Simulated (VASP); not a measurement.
Input for VASP

INCAR:
```
! general
SYSTEM  = Ni3Fe
PREC    = Accurate
ENCUT   = 520
LREAL   = .False.
LASPH   = .True.

! electronic loop
EDIFF   = 1E-7
NELM    = 100
ALGO    = Normal
LMAXMIX = 4

! smearing
ISMEAR  = -5

! functional
GGA     = PE
IVDW    = 13

! spin
ISPIN   = 2
MAGMOM  = 2.9 0.6 0.6 0.6

! ions
ISIF    = 2

! output
LWAVE   = .False.
LCHARG  = .True.
LORBIT  = 11
NEDOS   = 601

! other
LEFG    = .True.
```

### KPOINTS
```
Automatic mesh
0
gamma
  10 10 10
```

File POSCAR:
```
Ni3Fe
1.0
  3.5101394249   0.0000000000   0.0000000000
  0.0000000000   3.5101394249   0.0000000000
  0.0000000000   0.0000000000   3.5101394249
Fe Ni
1 3
direct
  0.0000000000   0.0000000000   0.0000000000
  0.0000000000   0.5000000000   0.5000000000
  0.5000000000   0.0000000000   0.5000000000
  0.5000000000   0.5000000000   0.0000000000
```

POTCAR, in this order: Fe Ni (PBE.64 set). Program: vasp_std.

### Question
Translate this PBE-D4 calculation to Ansatz.

### Answer
One equivalent input (not run):
Ansatz 0.2 input:
```yaml
crystal:
  lattice:
    - [3.5101394, 0.0000000, 0.0000000]
    - [0.0000000, 3.5101394, 0.0000000]
    - [0.0000000, 0.0000000, 3.5101394]
  atoms:
    - { symbol: Fe, position: [0.0000000, 0.0000000, 0.0000000], spin: 2.9 }
    - { symbol: Ni, position: [0.0000000, 0.5000000, 0.5000000], spin: 0.6 }
    - { symbol: Ni, position: [0.5000000, 0.0000000, 0.5000000], spin: 0.6 }
    - { symbol: Ni, position: [0.5000000, 0.5000000, 0.0000000], spin: 0.6 }
kpoints:
  mp_grid: { grid: [10, 10, 10] }
hamiltonian:
  xc: pbe
  dispersion: d4
  pseudopotentials: { kind: paw }
magnetization: { spin_polarized: true }
scf:
  occupations: { method: tetrahedron }
  max_iter: 100
output: { forces: true, stress: true, eigenvalues: true }
```
What does not carry over: each code has its own PAW files, so the cut-off isn't converted (ENCUT is set for VASP's; basis.ecutwfc is left out, and Ansatz then takes the one that its files recommend); Ansatz stops its SCF on the density residual and VASP on the energy change (EDIFF); the field gradients of LEFG aren't asked of the other code.

The compound is Ni3Fe in the L1_2 structure. It was relaxed first.
